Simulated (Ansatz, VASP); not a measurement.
**Two plane-wave programs on As2Se**

Contents of INCAR:

```
SYSTEM = As2Se
PREC = Accurate ; ENCUT = 520
EDIFF = 1E-6 ; ISMEAR = 0
SIGMA = 0.1 ; LREAL = .False.
LASPH = .True. ; NELM = 100
ALGO = Normal ; ISIF = 2
LWAVE = .False. ; LCHARG = .False.
GGA = PS ; NBANDS = 25
```

KPOINTS

```
Automatic mesh
0
Gamma
  8 8 8
  0 0 0
```

The input POSCAR:

```
As2Se
1.0
   -3.5294180000      3.5294180000      2.6535710000
    3.5294180000     -3.5294180000      2.6535710000
    3.5294180000      3.5294180000     -2.6535710000
As Se
4 2
Direct
    0.8750000000      0.1250000000      0.7500000000
    0.3750000000      0.1250000000      0.2500000000
    0.8750000000      0.6250000000      0.7500000000
    0.8750000000      0.1250000000      0.2500000000
    0.5000000000      0.5000000000      0.0000000000
    0.2500000000      0.7500000000      0.5000000000
```

Input for Ansatz:

```yaml
crystal:
  lattice:
    - [-3.529418, 3.529418, 2.653571]
    - [3.529418, -3.529418, 2.653571]
    - [3.529418, 3.529418, -2.653571]
  atoms:
    - { symbol: As, position: [0.875, 0.125, 0.75] }
    - { symbol: As, position: [0.375, 0.125, 0.25] }
    - { symbol: As, position: [0.875, 0.625, 0.75] }
    - { symbol: As, position: [0.875, 0.125, 0.25] }
    - { symbol: Se, position: [0.5, 0.5, 0.0] }
    - { symbol: Se, position: [0.25, 0.75, 0.5] }
basis: {}
kpoints:
  mp_grid: { grid: [8, 8, 8] }
hamiltonian:
  xc: pbesol
  pseudopotentials: { kind: paw, source: ansatz }
scf:
  occupations: { method: gaussian, width: 0.1 }
output:
  forces: true
  stress: true
  eigenvalues: true
```

Alike in both runs: task single point; functional PBEsol; k mesh 8 × 8 × 8; occupations gaussian, width 0.1 eV; no spin polarisation.

```csv
,VASP,Ansatz
version,VASP 6.6.1,Ansatz 0.2.0
potentials or method,"VASP PAW PBE potentials, release 64 (As, Se)","scalar-relativistic, plane waves, PAW (harder set)"
plane-wave cutoff (eV),520,580
valence electrons in the cell,32,92
```

|  | VASP | Ansatz | Ansatz less VASP |
| --- | --- | --- | --- |
| gap on the k mesh at the Fermi level (eV) | none | none | - |
| pressure (GPa) | -3.3 | -3.5 | -0.16 |
| largest component of the traceless stress (GPa) | 0.59 | 0.64 | +0.044 |

A gap of «none» marks a metal or a gap that the smearing closes. With one functional, cell and mesh, what is left measures potentials, basis and numerics. The two sets of potentials don't hold the same shells in valence.

Caveats: the PAW data sets were made with another functional, which shifts forces and pressure a little (VASP).
